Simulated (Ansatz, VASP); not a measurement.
# SiW: VASP beside Ansatz

Wanted: the spread between two codes on one cell, functional and k mesh. The cell is invented: As first built, before any earlier steps moved the atoms (in the runner's words): it takes the WC structure with some of its atoms replaced by other elements, volume scaled by an estimate. It may not be a known or stable phase. The cell is taken from a series of VASP runs on this material, whose earlier steps may have relaxed, scaled or displaced it; both programs get it as it stands.

Method: plane waves, with VASP 6.6.1 beside it; band structure at LDA, band structure at r2SCAN and band structure at r2SCAN, spin-orbit coupling, in Ansatz 0.2.0.

## Step 1: Set-up

It takes space group P-6m2 (No. 187, hexagonal). The conventional cell has a = 3.146 Å, b = 3.146 Å, c = 3.500 Å, α = 90.00°, β = 90.00°, γ = 120.00°. Nearest to W lie 6 Si at 2.52 Å. Si has 6 W at 2.52 Å nearest. As first built, before any earlier steps moved the atoms (in the runner's words): sites of the WC structure (space group 187) filled with other elements, volume scaled by an estimate. Farther neighbours are not listed.

## Step 2: VASP: band structure, LDA

With cell and atoms fixed, the geometry can't cause a difference; cores, projectors, grids and the points listed under the comparison can.

Lines of VASP's logs that name or quote its potential files are left out, and so is its time.

INCAR reads:

```
SYSTEM = SiW
PREC = Accurate
ENCUT = 400
EDIFF = 1E-06
NELM = 100
ISMEAR = 0
SIGMA = 0.02
LREAL = .FALSE.
ALGO = Normal
GGA = CA
LORBIT = 11
LWAVE = .FALSE.
LCHARG = .FALSE.
KPAR = 4
```

POSCAR reads:

```
SiW
1.0
    3.1462339355     -0.0000000082      0.0000000000
   -1.5731174854      2.7247182678      0.0000000000
    0.0000000000      0.0000000000      3.4999919662
W Si
1 1
Direct
    0.0000000000      0.0000000000      0.0000000000
    0.6666666700      0.3333333300      0.5000000000
```

KPOINTS reads:

```
Automatic mesh
0
Gamma
5 5 4
0 0 0
```

KPOINTS_OPT reads:

```
Line mode
16
Line-mode
Reciprocal
  0.00000000   0.00000000   0.00000000 GAMMA
  0.50000000   0.00000000   0.00000000 M

  0.50000000   0.00000000   0.00000000 M
  0.33333333   0.33333333   0.00000000 K

  0.33333333   0.33333333   0.00000000 K
  0.00000000   0.00000000   0.00000000 GAMMA

  0.00000000   0.00000000   0.00000000 GAMMA
  0.00000000   0.00000000   0.50000000 A

  0.00000000   0.00000000   0.50000000 A
  0.50000000   0.00000000   0.50000000 L

  0.50000000   0.00000000   0.50000000 L
  0.33333333   0.33333333   0.50000000 H

  0.33333333   0.33333333   0.50000000 H
  0.00000000   0.00000000   0.50000000 A

  0.50000000   0.00000000   0.50000000 L
  0.50000000   0.00000000   0.00000000 M

  0.33333333   0.33333333   0.00000000 K
  0.33333333   0.33333333   0.50000000 H
```

PAW data sets: W and Si (PBE family, release 64).

The run is started by

```console
$ mpirun -np 4 vasp_std
```

Numbers of over 12 decimals in the logs are rounded to 6 here.

What it wrote:

```text
[banner, memory and clock lines left out]
running    4 mpi-ranks, on    1 nodes
 distrk:  each k-point on    1 cores,    4 groups
 distr:  one band on    1 cores,    1 groups

 POSCAR found type information on POSCAR W Si
 POSCAR found :  2 types and       2 ions
|                                                                             |
|               ----> ADVICE to this user running VASP <----                  |
|                                                                             |
|     You enforced a specific xc type in the INCAR file but a different       |
|     [... a line on the potential file left out ...]
|     I HOPE YOU KNOW WHAT YOU ARE DOING!                                     |
|                                                                             |

 LDA part: xc-table for (Slater(with rela. corr.)+CA(PZ))
 , standard interpolation
 POSCAR, INCAR and KPOINTS ok, starting setup
 FFT: planning ... GRIDC
 FFT: planning ... GRID_SOFT
 FFT: planning ... GRID
 WAVECAR not read
 entering main loop
       N       E                     dE             d eps       ncg     rms          rms(c)
DAV:   1     0.946949450027E+01    0.94695E+01   -0.39534E+03   286   0.769E+02
DAV:   2    -0.206479090357E+02   -0.30117E+02   -0.29215E+02   390   0.162E+02
DAV:   3    -0.214750674196E+02   -0.82716E+00   -0.78857E+00   334   0.219E+01
DAV:   4    -0.214807490420E+02   -0.56816E-02   -0.56800E-02   408   0.204E+00
DAV:   5    -0.214807675528E+02   -0.18511E-04   -0.18511E-04   354   0.784E-02    0.248E+01
DAV:   6    -0.204583616840E+02    0.10224E+01   -0.38270E+00   377   0.122E+01    0.963E+00
DAV:   7    -0.203682136432E+02    0.90148E-01   -0.15685E-01   303   0.305E+00    0.379E+00
DAV:   8    -0.203501746002E+02    0.18039E-01   -0.33198E-02   317   0.109E+00    0.256E-01
DAV:   9    -0.203498452608E+02    0.32934E-03   -0.37924E-03   345   0.397E-01    0.140E-01
DAV:  10    -0.203496777541E+02    0.16751E-03   -0.46917E-04   328   0.141E-01    0.751E-02
DAV:  11    -0.203496724319E+02    0.53222E-05   -0.34063E-05   310   0.438E-02    0.152E-02
DAV:  12    -0.203496709505E+02    0.14813E-05   -0.60335E-06   311   0.154E-02    0.687E-03
DAV:  13    -0.203496709069E+02    0.43666E-07   -0.13034E-07   144   0.344E-03
   1 F= -.20349671E+02 E0= -.20349308E+02  d E =-.726802E-03
 Start KPOINTS_OPT (optional k-point list driver)
k-point batch [1-15\144]
       N       E                     dE             ncg
DAV:   1     0.120144450963E+04   -0.10702E+04      270
DAV:   2     0.656883047270E+03   -0.54456E+03      379
DAV:   3     0.638406812231E+03   -0.18476E+02      357
DAV:   4     0.638198168801E+03   -0.20864E+00      396
DAV:   5     0.638196399692E+03   -0.17691E-02      363
DAV:   6     0.638196368718E+03   -0.30974E-04      363
DAV:   7     0.638196367803E+03   -0.91579E-06      395
[...]
k-point batch [136-144\144]
       N       E                     dE             ncg
DAV:   1     0.283052751745E+04   -0.31153E+04      170
DAV:   2     0.257194486769E+04   -0.25858E+03      190
DAV:   3     0.256483799665E+04   -0.71069E+01      213
DAV:   4     0.256477550534E+04   -0.62491E-01      244
DAV:   5     0.256477541411E+04   -0.91229E-04      239
DAV:   6     0.256477541392E+04   -0.19776E-06      252
```

Parts of OUTCAR (step 2):

```text
ion  position               nearest neighbor table
   1  0.000  0.000  0.000-   2 2.52   2 2.52   2 2.52   2 2.52   2 2.52   2 2.52
   2  0.667  0.333  0.500-   1 2.52   1 2.52   1 2.52   1 2.52   1 2.52   1 2.52

  LATTYP: Found a hexagonal cell.
 ALAT       =     3.1462339355
 C/A-ratio  =     1.1124385656

 Subroutine GETGRP returns: Found 12 space group operations
 (whereof 12 operations were pure point group operations)

The static configuration has the point symmetry D_3h.

 Found     15 irreducible k-points:

   k-points           NKPTS =     15   k-points in BZ     NKDIM =     15   number of bands    NBANDS=      9

   dimension x,y,z NGX =    24 NGY =   24 NGZ =   24
   dimension x,y,z NGXF=    48 NGYF=   48 NGZF=   48

   ENCUT  =  400.0 eV  29.40 Ry    5.42 a.u.   5.13  5.13  5.71*2*pi/ulx,y,z

   NELECT =      10.0000    total number of electrons

 k-points in reciprocal lattice and weights: Automatic mesh
   0.00000000  0.00000000  0.00000000       0.010
   0.20000000  0.00000000  0.00000000       0.060
   0.40000000 -0.00000000  0.00000000       0.060
   0.20000000  0.20000000  0.00000000       0.060
   0.40000000  0.20000000  0.00000000       0.060
   0.00000000  0.00000000  0.25000000       0.020
   0.20000000  0.00000000  0.25000000       0.120
   0.40000000 -0.00000000  0.25000000       0.120
   0.20000000  0.20000000  0.25000000       0.120
[...]
0.20000000  0.20000000  0.50000000       0.060
   0.40000000  0.20000000  0.50000000       0.060

 average (electrostatic) potential at core
       1 -36.7101       2 -80.0907

 E-fermi :   8.2640

 k-point     1 :       0.0000    0.0000    0.0000
  band No.  band energies     occupation
      1      -3.8248      2.00000
      2       4.2321      2.00000
      3       6.6583      2.00000
      4       6.6583      2.00000
      5       8.3724      0.00000
      6       9.4005      0.00000
      7       9.4005      0.00000
      8      15.2035      0.00000
      9      15.2035      0.00000

 k-point     2 :       0.2000    0.0000    0.0000
  band No.  band energies     occupation
      1      -2.9472      2.00000
      2       4.5713      2.00000
      3       5.6584      2.00000
      4       6.3287      2.00000
      5       7.5203      2.00000
      6       9.0415      0.00000
      7      11.9554      0.00000
      8      11.9743      0.00000
      9      13.6677      0.00000

 k-point     3 :       0.4000   -0.0000    0.0000
  band No.  band energies     occupation
      1      -0.7515      2.00000
      2       2.9379      2.00000
      3       4.9842      2.00000
      4       5.1560      2.00000
      5       8.5304      0.00000
      6       9.4890      0.00000
      7      11.5643      0.00000
      8      11.9882      0.00000
      9      13.7474      0.00000

  Total       -1.2920480     -1.2920478     -1.3683584      0.0000002      0.0000000      0.0000000
  in kB      -68.9937222    -68.9937095    -73.0686009      0.0000133      0.0000000      0.0000000
  external PRESSURE =     -70.3520109 kB  Pullay stress =       0.0000000 kB

  energy-cutoff  :      400.00
  volume of cell :       30.00
      direct lattice vectors                 reciprocal lattice vectors
     3.146233936 -0.000000008  0.000000000     0.317840320  0.183505271  0.000000000
    -1.573117485  2.724718268  0.000000000     0.000000001  0.367010422  0.000000000
     0.000000000  0.000000000  3.499991966     0.000000000  0.000000000  0.285714942

 POSITION                                       TOTAL-FORCE (eV/Angst)
 -----------------------------------------------------------------------------------
      0.00000      0.00000      0.00000        -0.000000      0.000000      0.000000
      1.57312      0.90824      1.75000         0.000000     -0.000000      0.000000
 -----------------------------------------------------------------------------------
    total drift:                               -0.000001      0.000001     -0.000000

  FREE ENERGIE OF THE ION-ELECTRON SYSTEM (eV)
  ---------------------------------------------------
  free  energy   TOTEN  =       -20.3496709069 eV

  energy  without entropy=      -20.3489441049  energy(sigma->0) =      -20.34930751

 total charge
# of ion       s       p       d       tot
------------------------------------------
    1        0.558   0.611   4.385   5.553
    2        0.763   0.954   0.000   1.717
--------------------------------------------------
tot          1.320   1.564   4.385   7.269

[... 3 further parts left out ...]
```

At this level the cell is under a tension of 7.0 GPa, so at these settings it is away from equilibrium.

## Step 3: Ansatz: band structure, LDA

Ansatz runs on its default PAW (the set named soft_2) files.

The same cell, functional (in two slightly different forms), mesh and smearing now go to Ansatz, which takes its cutoff from its data sets.

input.yaml reads:

```yaml
crystal:
  lattice:
    - [3.1462339355, -8.2e-09, 0.0]
    - [-1.5731174854, 2.7247182678, 0.0]
    - [0.0, 0.0, 3.4999919662]
  atoms:
    - { symbol: W, position: [0.0, 0.0, 0.0] }
    - { symbol: Si, position: [0.66666667, 0.33333333, 0.5] }
hamiltonian:
  xc: lda
  pseudopotentials: { kind: paw }
kpoints:
  mp_grid: { grid: [5, 5, 4] }
  band_path:
    path:
      - [0.0, 0.0, 0.0]
      - [0.13333, 0.0, 0.0]
      - [0.3, 0.0, 0.0]
      - [0.46667, 0.0, 0.0]
      - [0.46667, 0.06667, 0.0]
      - [0.41111, 0.17778, 0.0]
      - [0.35556, 0.28889, 0.0]
      - [0.28889, 0.28889, 0.0]
      - [0.17778, 0.17778, 0.0]
      - [0.06667, 0.06667, 0.0]
      - [0.0, 0.0, 0.03333]
      - [0.0, 0.0, 0.2]
      - [0.0, 0.0, 0.36667]
      - [0.0, 0.0, 0.5]
      - [0.16667, 0.0, 0.5]
      - [0.3, 0.0, 0.5]
      - [0.46667, 0.0, 0.5]
      - [0.46667, 0.06667, 0.5]
      - [0.41111, 0.17778, 0.5]
      - [0.35556, 0.28889, 0.5]
      - [0.28889, 0.28889, 0.5]
      - [0.17778, 0.17778, 0.5]
      - [0.06667, 0.06667, 0.5]
      - [0.5, 0.0, 0.46667]
      - [0.5, 0.0, 0.3]
      - [0.5, 0.0, 0.13333]
      - [0.33333, 0.33333, 0.0]
      - [0.33333, 0.33333, 0.16667]
      - [0.33333, 0.33333, 0.33333]
      - [0.33333, 0.33333, 0.5]
    npoints: 1
scf:
  occupations: { method: gaussian, width: 0.02 }
  n_extra_bands: 7
output:
  forces: true
  stress: true
  eigenvalues: true
```

The run is started by

```console
$ ansatz run input.yaml --threads 2 --pin off --max-ram 4608MiB --backend cpu --events-out ev --progress --plain --runs-dir out
```

What it wrote:

```text
Warning: the atoms were moved onto the symmetric positions of the space group found under crystal.symmetry.tolerance 1.0e-5 (fractional; no operation is sought that the atoms, as they stand in a round, miss by more than twice it, and no atom is moved by as much as it), and the run uses the moved positions. Before a round's move an operation carried an atom to 1.57e-8 Å from where it should land, the largest such dist [...]
scf.n_extra_bands = 7 over 9 filled bands (N_el = 18.0): the run solves 16 bands
Engine: ansatz 0.2.0, aarch64-unknown-linux-gnu
Pseudopotentials: kind: paw
Pseudopotential: W, paw, valence charge 14, recommended cutoff 420 eV (normal), W.paw.azcp
Pseudopotential: Si, paw, valence charge 4, recommended cutoff 420 eV (normal), Si.paw.azcp
Functional definition: SPW92
  exchange = slater_x
  correlation = pw_c
Crystal: 2 atoms, lattice volume = 30.004 Å³
Basis set: ecut = 420 eV, 563 PW (Γ)
Bands: 16, of which v1, the nominal top of the filled ones, is band 9 counted from 1 (8 counted from 0)
Symmetry: 12 space group operations
Space group: P-6m2 (ITA 187), of the structure as read, at distance tolerance 3.1e-5 Å
k-points: 15 of 100 (time reversal used)
Non-local potential: W, projectors of the file, l = 0: 3, l = 1: 2, l = 2: 2, l = 3: 1
Non-local potential: Si, projectors of the file, l = 0: 2, l = 1: 2, l = 2: 2
PAW form: soft (Blöchl's): semilocal exchange-correlation on the pseudo side does not see the compensation charge
PAW frozen core: W, regenerated for the run's functional, and the local potential with it (the file was generated under x = pbe(κ = 0.804, μ = 0.219515), c = pbe(β = 0.066725))
PAW frozen core: Si, regenerated for the run's functional, and the local potential with it (the file was generated under x = pbe(κ = 0.804, μ = 0.219515), c = pbe(β = 0.066725))
PAW one-centre angular grid: W, 590 points (default); XC on 64 Gauss nodes
PAW one-centre angular grid: Si, 110 points (default); XC on 64 Gauss nodes
Initial density: superposition of atomic densities (neutral atoms: chi_scale 0, normalization atom), corrected by the library's trained network
Initial wavefunctions: pseudopotential atomic-orbital guess
Functional: x = slater, c = lda
SCF iter   1: F=—  HF=-10738.714314 eV  |F-HF|=—  |Δ(HF+E_count)|=         —  Δρ=7.77e-3  dr2=1.27e-2  ethr=1.77e-3  ⟨swp⟩=5.8  Hψ=1362  notcnv=0
preconditioner: auto → none  [insulator: Δε(μ)=0.140 eV  Ē_g=10.474 eV  σ=0.020 eV  W_gap=0.67  n_scr=8 (ndim 8)  ℏωp=21.4 eV  f_vac=0.000  D(μ)=3.14/eV (n_scr^D=40)  ε∞_Penn≈5.2]
SCF iter   2: F=—  HF=-10738.711396 eV  |F-HF|=—  |Δ(HF+E_count)|=   2.92e-3  Δρ=3.37e-3  dr2=1.52e-3  ethr=7.07e-5  ⟨swp⟩=2.1  Hψ=442  notcnv=0  defer=25
SCF iter   3: F=—  HF=-10738.711336 eV  |F-HF|=—  |Δ(HF+E_count)|=   6.09e-5  Δρ=1.45e-3  dr2=2.71e-4  ethr=8.47e-6  ⟨swp⟩=1.1  Hψ=225  notcnv=0  defer=25
SCF iter   4: F=—  HF=-10738.711351 eV  |F-HF|=—  |Δ(HF+E_count)|=   1.53e-5  Δρ=2.02e-4  dr2=5.78e-6  ethr=1.50e-6  ⟨swp⟩=1.5  Hψ=250  notcnv=0  defer=25
SCF iter   5: F=—  HF=-10738.711351 eV  |F-HF|=—  |Δ(HF+E_count)|=   3.01e-7  Δρ=4.43e-5  dr2=8.43e-7  ethr=3.21e-8  ⟨swp⟩=2.3  Hψ=315  notcnv=0  defer=25
SCF iter   6: F=-10738.711350 eV  HF=-10738.711350 eV  |F-HF|=1.44e-9  |Δ(HF+E_count)|=   1.69e-7  Δρ=3.30e-6  dr2=2.82e-9  ethr=5.56e-10  ⟨swp⟩=7.6  Hψ=1010  notcnv=0
SCF 1 converged in 6 iterations: F = -10738.711350 eV  dr2 = 2.82e-9
  greatest PAW one-centre occupation: 1.000 electrons in one spin orbital (limit 2), on the W atom at site 0 (counted from 0), in its partial waves of l = 0
NSCF: frozen V_eff on 30 k-points
SCF converged after 6 iterations
Free energy (F): -10738.711350 eV
Harris-Foulkes:  -10738.711350 eV  (|F-HF|=1.44e-9)
Internal energy: -10738.710658 eV  (E = F + TS)
E sigma→0 (E₀):  -10738.711004 eV
Entropy (-TS):   -0.000692 eV (-0.346 meV/atom)
Fermi energy:    16.310221 eV
--- Per-component energies (eV) ---
  E_band       = -123.679679
  E_kinetic    = 494.502034
  E_local      = -893.688605  (includes V_loc(G=0)·N_el)
  E_nonlocal   = 33.800215
  E_hartree    = 331.656774
  E_xc         = -321.360655
  E_vxc        = -288.019844  (∫ρ·V_xc dr)
  E_paw        = -8796.103342  (= ΣΔE_a)
  E_vpaw       = -133.585912  (= ΣTr[D̂ρ^β])
  E_aug_tail   = -0.000050  (compensation charges beyond the density's cutoff)
  E_ewald      = -1587.884513
  E_core_change = 0.367484  (= ΣΔE_core)
  E_smearing   = -0.000692  (= −TS)
  E_closure    = -0.000000  (closes the sum)
  Σ components = -10738.711350   (vs F -10738.711350, Δ=0.00e0)
--- Forces (eV/Å), atoms counted from 1 ---
  atom   1  W      0.00000000    -0.00000000     0.00000000
  atom   2  Si     0.00000000    -0.00000000     0.00000000
  max |Σ_I F_I| component: 4.16e-17 eV/Å
--- Stress (GPa, compression-positive) ---
       -7.971976       0.000000       0.000000
        0.000000      -7.971976       0.000000
        0.000000       0.000000      -8.721782
  P = ⅓ Tr σ = -8.2219 GPa (-82.219 kbar)
--- Band table (eV; the first three rows and the last of 15) ---
  k-point 0: bands = [... 5 lower, 12.2915, 14.7141, 14.7141, 16.4087, 17.4541, 17.4541, 23.1765, 23.1765, ... 3 higher]
  k-point 1: bands = [... 5 lower, 11.0098, 14.9826, 14.9826, 16.3108, 16.4462, 16.4462, 23.4978, 23.4978, ... 3 higher]
  k-point 2: bands = [... 5 lower, 8.5323, 15.3445, 15.3445, 15.6839, 15.6839, 16.9853, 22.5030, 22.5030, ... 3 higher]
  k-point 14: bands = [... 5 lower, 11.4508, 11.9018, 14.2571, 15.0554, 17.8761, 20.1751, 20.6702, 22.0419, ... 3 higher]
```

Run time: 2.5 s. Hardware: 2 threads of Arm Neoverse N1, shared host; peak memory 0.26 GiB.

## Step 4: Differences

Known differences besides the potentials themselves: the two LDA forms differ slightly; the data sets hold 18 valence electrons in Ansatz (default PAW (the set named soft_2) files) and 10 in VASP; the cutoff is 420 eV in Ansatz and 400 eV in VASP; Ansatz makes its cores anew for this functional, VASP keeps those of its PBE data sets; VASP's log shows a relativistic correction to its local exchange, Ansatz's none. Total energies have different zeros and are not compared.

Both answers:

```csv
quantity,Ansatz,VASP,difference
pressure (GPa),-8.22,-7.04,-1.19
```

Levels from 3 eV below to 2 eV above the Fermi level differ by 12 meV r.m.s. and 33 meV at most; each VASP level is matched to the nearest of Ansatz, which flatters the figure a little.

## Step 5: What the set-up changes

Further runs change the set-up of one program: Ansatz's method, potentials or start, or VASP's data sets, cutoff or form of LDA. The table gives Ansatz less VASP for each quantity, since a change that brings one quantity closer may part another.

```csv
run,pressure (GPa)
as above,-1.2
Ansatz's larger PAW set (cutoff 880 eV),-1.2
norm-conserving potentials (cutoff 952 eV),-1.7
```

[end of part 1 of 2]

[Lines on the potential files, build, host, timing and source positions are cut from VASP's logs without a mark.]

[Logs are printed without paths, hosts, clocks, repeated set-up lines and the standing remarks that a program may print on its own settings, such as how far it seeks lower states.]

[Hosts, paths, dates, database ids (printed as entryN), source tags and the programs' standing remarks are cut or masked in the printed files.]
